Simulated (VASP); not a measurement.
Computed with r2SCAN meta-GGA, VASP's PBE PAW potentials (set 64) (plane waves; VASP 6.6.1).

The input files of a VASP run:

**INCAR**
```
! general
SYSTEM   =  Fe(110) slab
PREC     =  Normal
ENCUT    =  400
LREAL    =  .False.
LASPH    =  .True.

! electronic loop
EDIFF    =  1E-6
NELM     =  100
NELMIN   =  4
ALGO     =  Normal
LMAXMIX  =  4
LMIXTAU  =  .True.

! smearing
ISMEAR   =  1
SIGMA    =  0.1

! functional
METAGGA  =  R2SCAN

! spin
ISPIN    =  2
MAGMOM   =  2.5 2.5 2.5 2.5 2.5

! output
LWAVE    =  .False.
LCHARG   =  .False.
LORBIT   =  11
LVHAR    =  .True.

! other
LDIPOL   =  .True.
IDIPOL   =  3
DIPOL    =  0.5 0.5 0.5
```

POSCAR:
```
Fe(110) slab
2.4749810
  1.0000000661   0.0000000000   0.0000000000
 -0.3333334895   0.9428089940   0.0000000000
  0.0000000000   0.0000000000  10.1175033130
Fe
5
direct
  0.5000000000   0.5000000000   0.3398317478
  0.0000000000   0.0000000000   0.4192264817
  0.5000000000   0.5000000000   0.5000000000
  0.0000000000   0.0000000000   0.5807735183
  0.5000000000   0.5000000000   0.6601682522
```

KPOINTS:
```
kpoints
0
gamma
  12 12 1
```

POTCAR, in this order: Fe (PBE.64 set). Program: vasp_std. Read from the step before: WAVECAR.

The run wrote:

File OSZICAR:
```
       N       E                     dE             d eps       ncg     rms          rms(c)
DAV:   1    -0.699755978589E+02   -0.69976E+02   -0.37051E-04  8406   0.266E-01    0.923E-02
DAV:   2    -0.699779219833E+02   -0.23241E-02   -0.15204E-02  8362   0.207E+00    0.619E-01
DAV:   3    -0.699754838658E+02    0.24381E-02   -0.95674E-03  8074   0.172E+00    0.428E-02
DAV:   4    -0.699754980891E+02   -0.14223E-04   -0.17393E-04  6448   0.145E-01    0.136E-02
DAV:   5    -0.699755163166E+02   -0.18228E-04   -0.24422E-05  6026   0.672E-02    0.691E-03
DAV:   6    -0.699755162849E+02    0.31707E-07   -0.51197E-06  4660   0.322E-02
   1 F= -.69975516E+02 E0= -.69974978E+02  d E =-.161481E-02  mag=    13.5899
```

**OUTCAR**
```
------------------------ aborting loop because EDIFF is reached ----------------------------------------
  FORCE on cell =-STRESS in cart. coord.  units (eV):
  Direction    XX          YY          ZZ          XY          YZ          ZX
  --------------------------------------------------------------------------------------
  Total       -0.8769284     -1.0737450     -0.4219274     -0.2783409      0.0000000      0.0000000
  in kB       -9.7154292    -11.8959476     -4.6745045     -3.0837195      0.0000000      0.0000000
  external PRESSURE =      -8.7619604 kB  Pullay stress =       0.0000000 kB
  volume of cell :      144.61
      direct lattice vectors                 reciprocal lattice vectors
     2.474981164  0.000000000  0.000000000     0.404043479  0.142851016  0.000000000
    -0.824994053  2.333434347  0.000000000     0.000000000  0.428552876  0.000000000
     0.000000000  0.000000000 25.040628467     0.000000000  0.000000000  0.039935100
 POSITION                                       TOTAL-FORCE (eV/Angst)
 -----------------------------------------------------------------------------------
      0.82499      1.16672      8.50960        -0.000000      0.000000      0.022538
      0.00000      0.00000     10.49769         0.000000      0.000000      0.021565
      0.82499      1.16672     12.52031        -0.000000      0.000000      0.000000
      0.00000      0.00000     14.54293         0.000000      0.000000     -0.021565
      0.82499      1.16672     16.53103        -0.000000     -0.000000     -0.022538
 -----------------------------------------------------------------------------------
    total drift:                                0.000000      0.000000      0.000000
  FREE ENERGIE OF THE ION-ELECTRON SYSTEM (eV)
  ---------------------------------------------------
  free  energy   TOTEN  =       -69.9755162849 eV

  energy  without entropy=      -69.9739014723  energy(sigma->0) =      -69.97497801

 total charge

# of ion       s       p       d       tot
------------------------------------------
    1        0.479   0.420   6.160   7.059
    2        0.483   0.555   6.196   7.233
    3        0.483   0.553   6.178   7.215
    4        0.483   0.555   6.196   7.233
    5        0.479   0.420   6.160   7.059
--------------------------------------------------
tot          2.406   2.503  30.890  35.799

 magnetization (x)

# of ion       s       p       d       tot
------------------------------------------
    1       -0.002  -0.066   2.940   2.872
    2       -0.014  -0.107   2.822   2.702
    3       -0.009  -0.107   2.831   2.714
    4       -0.014  -0.107   2.822   2.702
    5       -0.002  -0.066   2.940   2.872
--------------------------------------------------
tot         -0.041  -0.453  14.356  13.862
```
(Selected blocks of OUTCAR.)

The cell is a thin slab with vacuum, built from Fe (bcc): (110) face. VASP warned that the highest band is occupied, so more bands are needed.
